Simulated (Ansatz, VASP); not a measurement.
# Si29C28O26 (random packing of 32SiO2-39SiC-29C (mol %)) in two plane-wave programs, part 2 of 2

Aim: how closely do two programs agree when they are given the same cell, functional and k mesh? The cell is taken from a series of runs on this material, whose earlier steps may have relaxed, scaled, displaced or heated it; both programs get it as it stands.

VASP 6.6.1 and Ansatz 0.2.0.

So far. Step 2 (VASP: single point, PBE): The run ends at a pressure of 6.59 GPa, with forces up to 6.3 eV/Å.

## (3) Ansatz: single point, PBE

Level of this step: Ansatz beside VASP: Kohn-Sham DFT, plane waves, PBE (Ansatz).

Ansatz runs on its default PAW (the set named soft_2) files.

The same cell, functional, mesh and smearing now go to Ansatz, which takes its cutoff from its data sets.

Input file input.yaml:

```yaml
crystal:
  lattice:
    - [9.6657, 0.0, 0.0]
    - [0.0, 9.6657, 0.0]
    - [0.0, 0.0, 9.6657]
  atoms:
    - { symbol: Si, position: [0.69875, 0.5538, 0.88308] }
    - { symbol: Si, position: [0.07019, 0.51098, 0.22069] }
    - { symbol: Si, position: [0.45957, 0.9292, 0.43847] }
    - { symbol: Si, position: [0.8956, 0.55851, 0.7094] }
    - { symbol: Si, position: [0.95116, 0.95799, 0.63333] }
    - { symbol: Si, position: [0.85979, 0.56916, 0.08866] }
    - { symbol: Si, position: [0.43871, 0.48805, 0.78093] }
    - { symbol: Si, position: [0.9683, 0.77154, 0.20298] }
    - { symbol: Si, position: [0.80821, 0.16574, 0.68715] }
    - { symbol: Si, position: [0.61901, 0.72925, 0.67448] }
    - { symbol: Si, position: [0.6467, 0.9565, 0.26681] }
    - { symbol: Si, position: [0.97334, 0.31268, 0.56702] }
    - { symbol: Si, position: [0.72989, 0.29741, 0.89325] }
    - { symbol: Si, position: [0.1292, 0.45399, 0.71891] }
    - { symbol: Si, position: [0.12139, 0.66901, 0.41147] }
    - { symbol: Si, position: [0.44151, 0.24765, 0.48147] }
    - { symbol: Si, position: [0.09639, 0.01893, 0.29728] }
    - { symbol: Si, position: [0.19299, 0.18927, 0.5386] }
    - { symbol: Si, position: [0.05727, 0.17793, 0.76764] }
    - { symbol: Si, position: [0.32669, 0.11788, 0.24757] }
    - { symbol: Si, position: [0.93314, 0.08894, 0.98657] }
    - { symbol: Si, position: [0.11785, 0.77395, 0.64777] }
    - { symbol: Si, position: [0.37396, 0.80748, 0.66245] }
    - { symbol: Si, position: [0.94691, 0.29554, 0.31323] }
    - { symbol: Si, position: [0.00755, 0.85234, 0.92178] }
    - { symbol: Si, position: [0.62734, 0.53948, 0.35226] }
    - { symbol: Si, position: [0.27065, 0.36586, 0.29719] }
    - { symbol: Si, position: [0.33217, 0.49652, 0.55174] }
    - { symbol: Si, position: [0.8594, 0.01622, 0.39811] }
    - { symbol: O, position: [0.64932, 0.6796, 0.50404] }
    - { symbol: O, position: [0.80398, 0.85423, 0.45374] }
    - { symbol: O, position: [0.20297, 0.40199, 0.46016] }
    - { symbol: O, position: [0.62988, 0.56402, 0.09381] }
    - { symbol: O, position: [0.12933, 0.68669, 0.80713] }
    - { symbol: O, position: [0.07294, 0.87815, 0.08891] }
    - { symbol: O, position: [0.48532, 0.79283, 0.9119] }
    - { symbol: O, position: [0.36679, 0.87992, 0.22626] }
    - { symbol: O, position: [0.68176, 0.85935, 0.07059] }
    - { symbol: O, position: [0.08555, 0.62857, 0.08844] }
    - { symbol: O, position: [0.25268, 0.84086, 0.46535] }
    - { symbol: O, position: [0.37972, 0.60876, 0.40347] }
    - { symbol: O, position: [0.56721, 0.07853, 0.45037] }
    - { symbol: O, position: [0.3366, 0.06728, 0.42442] }
    - { symbol: O, position: [0.93066, 0.67028, 0.34075] }
    - { symbol: O, position: [0.73248, 0.39022, 0.25176] }
    - { symbol: O, position: [0.89779, 0.41004, 0.84551] }
    - { symbol: O, position: [0.81419, 0.34807, 0.47985] }
    - { symbol: O, position: [0.07934, 0.00095, 0.79543] }
    - { symbol: O, position: [0.15201, 0.19509, 0.2883] }
    - { symbol: O, position: [0.43126, 0.31099, 0.66042] }
    - { symbol: O, position: [0.42213, 0.22086, 0.13324] }
    - { symbol: O, position: [0.83351, 0.79575, 0.91142] }
    - { symbol: O, position: [0.64235, 0.1907, 0.06263] }
    - { symbol: O, position: [0.34276, 0.9684, 0.97419] }
    - { symbol: O, position: [0.57715, 0.90673, 0.679] }
    - { symbol: C, position: [0.7173, 0.19266, 0.37036] }
    - { symbol: C, position: [0.78653, 0.71111, 0.46522] }
    - { symbol: C, position: [0.56128, 0.52778, 0.58757] }
    - { symbol: C, position: [0.85734, 0.54486, 0.3197] }
    - { symbol: C, position: [0.5751, 0.2896, 0.20182] }
    - { symbol: C, position: [0.33777, 0.78572, 0.98471] }
    - { symbol: C, position: [0.49341, 0.05313, 0.86148] }
    - { symbol: C, position: [0.94879, 0.33816, 0.04793] }
    - { symbol: C, position: [0.71015, 0.02562, 0.05533] }
    - { symbol: C, position: [0.73534, 0.87573, 0.84461] }
    - { symbol: C, position: [0.46295, 0.70024, 0.47383] }
    - { symbol: C, position: [0.04499, 0.52165, 0.94408] }
    - { symbol: C, position: [0.50541, 0.78763, 0.21631] }
    - { symbol: C, position: [0.77822, 0.49019, 0.51891] }
    - { symbol: C, position: [0.19679, 0.78822, 0.16832] }
    - { symbol: C, position: [0.24811, 0.60882, 0.83686] }
    - { symbol: C, position: [0.23518, 0.0575, 0.83564] }
    - { symbol: C, position: [0.33864, 0.40317, 0.99977] }
    - { symbol: C, position: [0.17991, 0.25726, 0.94645] }
    - { symbol: C, position: [0.36329, 0.64337, 0.24158] }
    - { symbol: C, position: [0.50849, 0.06897, 0.11549] }
    - { symbol: C, position: [0.07755, 0.19897, 0.14516] }
    - { symbol: C, position: [0.16123, 0.9391, 0.50304] }
    - { symbol: C, position: [0.6719, 0.90561, 0.51859] }
    - { symbol: C, position: [0.67955, 0.71581, 0.11239] }
    - { symbol: C, position: [0.18074, 0.02457, 0.08271] }
    - { symbol: C, position: [0.57197, 0.18012, 0.66963] }
    - { symbol: C, position: [0.54464, 0.45976, 0.03578] }
kpoints:
  mp_grid: { grid: [1, 1, 1] }
hamiltonian:
  xc: pbe
scf:
  occupations: { method: fermi_dirac, width: 0.05 }
output:
  forces: true
  eigenvalues: true
  populations: true
  stress: true
```

The run is started by

```
ansatz run input.yaml --threads 4 --pin off --max-ram 8192MiB --backend cpu --events-out ev --progress --plain --runs-dir out
```

Numbers of over 12 decimals in the logs are rounded to 6 here.

Log:

```text
Engine: ansatz 0.2.0, aarch64-unknown-linux-gnu
Pseudopotentials: kind: paw
Pseudopotential: Si, paw, valence charge 4, recommended cutoff 420 eV (normal), Si.paw.azcp
Pseudopotential: O, paw, valence charge 6, recommended cutoff 420 eV (normal), O.paw.azcp
Pseudopotential: C, paw, valence charge 4, recommended cutoff 420 eV (normal), C.paw.azcp
Functional definition: PBE
  parameter kappa = 0.804
  parameter beta = 0.066725
  exchange = pbe_x(kappa = kappa, mu = beta*pi^2/3)
  correlation = pbe_c(beta = beta)
Crystal: 83 atoms, lattice volume = 903.025 Å³
Basis set: ecut = 420 eV, 17557 PW (Γ), exchange–correlation on 144×144×144 points (8 copies of the dense FFT grid, shifted against one another)
Bands: 275, of which v1, the nominal top of the filled ones, is band 192 counted from 1 (191 counted from 0)
Symmetry: 1 space group operations
Space group: P1 (ITA 1), of the structure as read, at distance tolerance 9.7e-5 Å
k-points: 1
Non-local potential: Si, projectors of the file, l = 0: 2, l = 1: 2, l = 2: 2
Non-local potential: O, projectors of the file, l = 0: 2, l = 1: 2, l = 2: 1
Non-local potential: C, projectors of the file, l = 0: 2, l = 1: 2, l = 2: 1
PAW form: soft (Blöchl's): semilocal exchange-correlation on the pseudo side does not see the compensation charge
PAW one-centre angular grid: Si, 110 points (default); XC on 64 Gauss nodes
PAW one-centre angular grid: O, 110 points (default); XC on 64 Gauss nodes
PAW one-centre angular grid: C, 110 points (default); XC on 64 Gauss nodes
Initial density: superposition of atomic densities (neutral atoms: chi_scale 0, normalization atom), corrected by the library's trained network
Initial wavefunctions: pseudopotential atomic-orbital guess
Functional: x = pbe(κ = 0.804, μ = 0.219515), c = pbe(β = 0.066725)
SCF iter   1: F=—  HF=-40029.400119 eV  |F-HF|=—  |Δ(HF+E_count)|=         —  Δρ=1.49e-2  dr2=3.31e0  ethr=1.77e-3  ⟨swp⟩=7.0  Hψ=1133  notcnv=0  defer=44
preconditioner: auto → Kerker (q_TF=auto, 2.366 Å⁻¹)  [metal: Δε(μ)=0.071 eV  Ē_g=10.599 eV  σ=0.050 eV  W_gap=0.34  n_scr=202 (ndim 8)  ℏωp=24.0 eV  f_vac=0.001  D(μ)=32.57/eV (n_scr^D=250)]
SCF iter   2: F=—  HF=-40029.088104 eV  |F-HF|=—  |Δ(HF+E_count)|=   3.12e-1  Δρ=7.49e-3  dr2=9.94e-1  ethr=8.61e-4  ⟨swp⟩=1.0  Hψ=317  notcnv=0  defer=47
SCF iter   3: F=—  HF=-40028.952817 eV  |F-HF|=—  |Δ(HF+E_count)|=   1.35e-1  Δρ=1.34e-3  dr2=4.32e-2  ethr=2.59e-4  ⟨swp⟩=2.0  Hψ=281  notcnv=0  defer=50
SCF iter   4: F=—  HF=-40028.950226 eV  |F-HF|=—  |Δ(HF+E_count)|=   2.59e-3  Δρ=4.59e-4  dr2=4.66e-3  ethr=1.13e-5  ⟨swp⟩=3.0  Hψ=441  notcnv=0  defer=50
SCF iter   5: F=—  HF=-40028.950049 eV  |F-HF|=—  |Δ(HF+E_count)|=   1.77e-4  Δρ=1.59e-4  dr2=5.47e-4  ethr=1.21e-6  ⟨swp⟩=2.0  Hψ=413  notcnv=0  defer=50
SCF iter   6: F=—  HF=-40028.950067 eV  |F-HF|=—  |Δ(HF+E_count)|=   1.83e-5  Δρ=6.04e-5  dr2=6.76e-5  ethr=1.42e-7  ⟨swp⟩=3.0  Hψ=432  notcnv=0  defer=50
SCF iter   7: F=—  HF=-40028.951176 eV  |F-HF|=—  |Δ(HF+E_count)|=   1.11e-3  Δρ=2.20e-5  dr2=8.03e-6  ethr=1.76e-8  ⟨swp⟩=3.0  Hψ=471  notcnv=0  defer=50
SCF iter   8: F=—  HF=-40028.951178 eV  |F-HF|=—  |Δ(HF+E_count)|=   1.77e-6  Δρ=7.25e-6  dr2=1.00e-6  ethr=2.09e-9  ⟨swp⟩=2.0  Hψ=364  notcnv=0  defer=50
SCF iter   9: F=—  HF=-40028.951178 eV  |F-HF|=—  |Δ(HF+E_count)|=   2.49e-7  Δρ=3.00e-6  dr2=1.45e-7  ethr=2.61e-10  ⟨swp⟩=2.0  Hψ=364  notcnv=0  defer=50
SCF iter  10: F=-40028.951178 eV  HF=-40028.951178 eV  |F-HF|=8.11e-9  |Δ(HF+E_count)|=   2.75e-8  Δρ=1.26e-6  dr2=2.34e-8  ethr=2.60e-11  ⟨swp⟩=13.0  Hψ=1235  notcnv=0
SCF 1 converged in 10 iterations: F = -40028.951178 eV  dr2 = 2.34e-8
  greatest PAW one-centre occupation: 0.895 electrons in one spin orbital (limit 2), on the O atom at site 53 (counted from 0), in its partial waves of l = 0
SCF converged after 10 iterations
Free energy (F): -40028.951178 eV
Harris-Foulkes:  -40028.951178 eV  (|F-HF|=8.11e-9)
Internal energy: -40028.662795 eV  (E = F + TS)
E sigma→0 (E₀):  -40028.806986 eV
Entropy (-TS):   -0.288383 eV (-3.474 meV/atom)
Fermi energy:    8.640295 eV
--- Per-component energies (eV) ---
  E_band       = 95.510323
  E_kinetic    = 7990.062910
  E_local      = -16016.424621  (includes V_loc(G=0)·N_el)
  E_nonlocal   = 2773.731684
  E_hartree    = 5924.785310
  E_xc         = -4813.041034
  E_vxc        = -5403.778547  (∫ρ·V_xc dr)
  E_paw        = -21681.423786  (= ΣΔE_a)
  E_vpaw       = -1097.713577  (= ΣTr[D̂ρ^β])
  E_aug_tail   = 0.061889  (compensation charges beyond the density's cutoff)
  E_ewald      = -14206.415147
  E_smearing   = -0.288383  (= −TS)
  E_closure    = -0.000000  (closes the sum)
  Σ components = -40028.951178   (vs F -40028.951178, Δ=0.00e0)
--- Forces (eV/Å), atoms counted from 1 ---
  atom   1  Si    -0.53757780    -0.32889049    -0.43588902
  atom   2  Si     1.25452554    -2.16819153     0.61993569
[...]
atom   9  Si    -1.60848949    -0.91227903     0.73674623
  atom  10  Si    -0.34886404     0.10491592     3.66890324
  atom  11  Si    -0.41898969     1.11256629    -2.94375905
  atom  12  Si    -0.31801180    -0.77765884     0.25485241
  atom  13  Si     0.83000804     0.03441542     0.81758991
  atom  14  Si     0.11417373    -0.59469694     1.85588262
  atom  15  Si     0.37752658     0.63577428     0.02265809
  atom  16  Si     1.74500782    -0.12235858     1.32759836
  atom  17  Si    -2.37305787    -2.47563530     1.88096778
  atom  18  Si    -0.50980558    -1.39654950     1.62419760
  atom  19  Si     1.05092420     2.62616346     1.55965575
  atom  20  Si     1.54509549    -1.41657337    -2.06369253
  atom  21  Si    -1.99879544     1.52756652     0.47457729
  atom  22  Si    -0.63360425    -0.20624221    -0.97746953
  atom  23  Si     0.29993099    -0.04822270     0.09910409
  atom  24  Si    -2.60577447     0.85672381    -1.33740624
  atom  25  Si    -1.19301828     0.90234051    -0.59391719
  atom  26  Si     2.81276678    -2.71149162    -0.99613734
  atom  27  Si     0.41979861     1.60641784    -0.32373671
  atom  28  Si     0.04852316    -0.51947716     0.33400715
  atom  29  Si     0.50668480     3.33638846    -1.34888667
  atom  30  O      2.38863869     3.75217554    -0.47074381
[...]
atom  76  C      0.46965643     0.52414236    -0.97547998
  atom  77  C     -1.31474628    -0.52514781    -3.65975018
  atom  78  C     -2.06317694     0.78948618    -0.57983710
  atom  79  C     -1.07857976     3.08784866    -0.37314088
  atom  80  C      0.24404461     3.08062838     1.80309372
  atom  81  C      0.55459118     3.50359577     0.98099118
  atom  82  C     -0.29681135     0.05020242     0.88447062
  atom  83  C      0.16396091     0.16830472     0.44900323
  max |Σ_I F_I| component: 5.04e-5 eV/Å
--- Stress (GPa, compression-positive) ---
        5.260200       1.064133       0.342322
        1.064133       7.124331       0.680372
        0.342322       0.680371       7.318220
  P = ⅓ Tr σ = 6.5676 GPa (65.676 kbar)
--- Band table (eV) ---
  k-point 0: bands = [... 188 lower, 8.4121, 8.4480, 8.5658, 8.6168, 8.6703, 8.7242, 8.7903, 8.8230, ... 79 higher]
--- Löwdin populations: 83 sites ---
  site symbol       q [e]
     0     Si      3.5667
     1     Si      3.3373
     2     Si      2.9319
     3     Si      3.5764
     4     Si      3.6705
     5     Si      3.3656
     6     Si      3.3185
     7     Si      3.2719
     8     Si      3.7024
     9     Si      3.0785
    10     Si      3.3015
    11     Si      3.5776
    12     Si      3.4049
    13     Si      3.6109
    14     Si      3.5273
    15     Si      3.2308
    16     Si      3.3839
    17     Si      3.6122
    18     Si      3.4186
    19     Si      2.8119
    20     Si      3.5430
    21     Si      3.4748
    22     Si      3.5372
    23     Si      3.3961
[...]
75      C      4.0630
    76      C      4.2285
    77      C      4.2976
    78      C      4.1937
    79      C      3.9469
    80      C      4.1836
    81      C      4.1865
    82      C      4.0574
  spilling = 0.011616 (of n_electrons = 384.000000)
```

The run ends at a pressure of 6.57 GPa, with forces up to 6.4 eV/Å.

## (4) Comparison

Known differences besides the potentials themselves: the cutoff is 420 eV in Ansatz and 600 eV in VASP (PREC = Accurate, projectors in real space). Total energies have different zeros and are not compared.

Compared:

```
      quantity  Ansatz  VASP  difference
pressure (GPa)    6.57  6.59       -0.02
```

Forces on 10 of the 83 atoms, those with the largest forces and the largest differences (eV/Å; atoms numbered as in POSCAR):

```
atom          Ansatz x, y, z            VASP x, y, z
Si26   2.813, -2.711, -0.996   2.795, -2.696, -0.992
 O30    2.389, 3.752, -0.471    2.224, 3.701, -0.447
 O31   -0.672, -4.644, 1.446   -0.599, -4.520, 1.401
 O33  -3.960, -2.319, -0.862  -3.878, -2.210, -0.808
 O36   -5.177, -1.636, 2.005   -5.111, -1.633, 1.970
 O40    0.060, 0.676, -1.173    0.225, 0.509, -1.238
 C61    5.101, 1.833, -3.437    5.037, 1.808, -3.399
 C65    3.120, -1.931, 1.209    2.962, -1.826, 1.116
 C77  -1.315, -0.525, -3.660  -1.346, -0.516, -3.712
 C78   -2.063, 0.789, -0.580   -2.222, 0.973, -0.518
```

The forces differ by 51 meV/Å r.m.s., which is 3.4 % of the r.m.s. force of 1.496 eV/Å (both taken over all components).

## (5) Results

| Quantity | Value |
| --- | --- |
| r.m.s. force difference (single point, PBE) | 3.4 % of the r.m.s. force |

In words: The r.m.s. force difference is 3.4 % of the r.m.s. force (single point, PBE), beyond the 3 % picked in this series as the mark of a large difference. What causes the difference of the single point, PBE pair stays open here. Such differences can come from data sets, numerical settings and the points named under the comparisons, not from the functional's error against experiment.

[Lines on the potential files, build, host, timing and source positions are cut from VASP's logs without a mark.]

[Logs are printed without paths, hosts, clocks, repeated set-up lines and the standing remarks that a program may print on its own settings, such as how far it seeks lower states.]

[Hosts, paths, dates, database ids (printed as entryN), source tags and the programs' standing remarks are cut or masked in the printed files.]
